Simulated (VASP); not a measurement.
An input for Quantum ESPRESSO's pw.x (written as the equivalent of a VASP run, and not itself run):

```
&CONTROL
  calculation = 'vc-relax'
  pseudo_dir = './pseudo'
  outdir = './out'
  tprnfor = .true.
  tstress = .true.
  nstep = 60
  forc_conv_thr = 0.00039
/
&SYSTEM
  ibrav = 0
  nat = 2
  ntyp = 2
  ecutwfc = 84
  occupations = 'smearing'
  smearing = 'gaussian'
  degauss = 0.003675
  input_dft = 'pz'
/
&ELECTRONS
  conv_thr = 7.3e-08
  electron_maxstep = 100
/
&IONS
/
&CELL
/
ATOMIC_SPECIES
  Mg 24.305 Mg.upf
  S 32.060 S.upf
CELL_PARAMETERS angstrom
     0.0000000    2.6044000    2.6044000
     2.6044000    0.0000000    2.6044000
     2.6044000    2.6044000    0.0000000
ATOMIC_POSITIONS crystal
  Mg   0.0000000  0.0000000  0.0000000
  S    0.5000000  0.5000000  0.5000000
K_POINTS automatic
  8 8 8 0 0 0
```

**Question.** Translate this input to VASP (INCAR, KPOINTS, POSCAR, choice of POTCAR).

**Answer.** One answer among several that fit: 
### KPOINTS
```
Automatic mesh
0
Gamma
8 8 8
0 0 0
```

### INCAR
```
ALGO  =  Normal
EDIFF  =  1E-6
EDIFFG  =  -0.01
ENCUT  =  400
IBRION  =  2
ISIF  =  3
ISMEAR  =  0
LASPH  =  T
LCHARG  =  F
LREAL  =  F
LWAVE  =  F
NELM  =  100
NSW  =  60
PREC  =  Accurate
SIGMA  =  0.05
SYSTEM  =  MgS
```

POSCAR:
```
MgS
1.0
  0.0000000000   2.6044000000   2.6044000000
  2.6044000000   0.0000000000   2.6044000000
  2.6044000000   2.6044000000   0.0000000000
Mg S
1 1
Cart
  0.0000000000   0.0000000000   0.0000000000
  2.6044000000   2.6044000000   2.6044000000
```

POTCAR, in this order: Mg S (LDA.64 set). Program: vasp_std.

Limits of the translation: the potentials are each code's own (VASP's PAW set, PseudoDojo norm-conserving files in pw.x), so ENCUT and ecutwfc are chosen apart and not converted; conv_thr bounds pw.x's estimated SCF error, while EDIFF bounds the energy change between steps; forc_conv_thr acts on force components and is met together with etot_conv_thr.

The structure comes from a computed database's MgS entry (Fm-3m); how it stands against other phases isn't given here. This run relaxes it. Symmetry was kept, so distortions that lower it aren't found.
